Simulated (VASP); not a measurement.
```
CELL_PARAMETERS angstrom
      0.00000     2.91390     2.91390
      2.91390     0.00000     2.91390
      2.91390     2.91390     0.00000
ATOMIC_POSITIONS crystal
  Ag 0.00000 0.00000 0.00000
  Br 0.50000 0.50000 0.50000
```

These are revPBE GGA, VASP's PBE PAW potentials (set 64) (plane waves; VASP) values and carry that method's errors. Settings: 520 eV cut-off, 8×8×8 Γ-centred mesh, Gaussian smearing of 0.050 eV, potentials Ag Br.

### Question
What does the run give for the energy per atom (σ→0), pressure, band gap (on the k-mesh) with the smallest direct gap where there is one?

### Answer

```json
{
 "band gap (on the k-mesh)": "0.81 eV",
 "smallest direct gap (on the k-mesh)": "2.59 eV",
 "energy per atom (σ→0)": "-2.181 eV/atom",
 "pressure": "2.16 GPa"
}
```

Total energies compare only between runs with the same potentials, cut-off and functional.

The compound is AgBr in the rock salt structure. This cell is one point of a volume scan, at 0.94 of the reference volume.
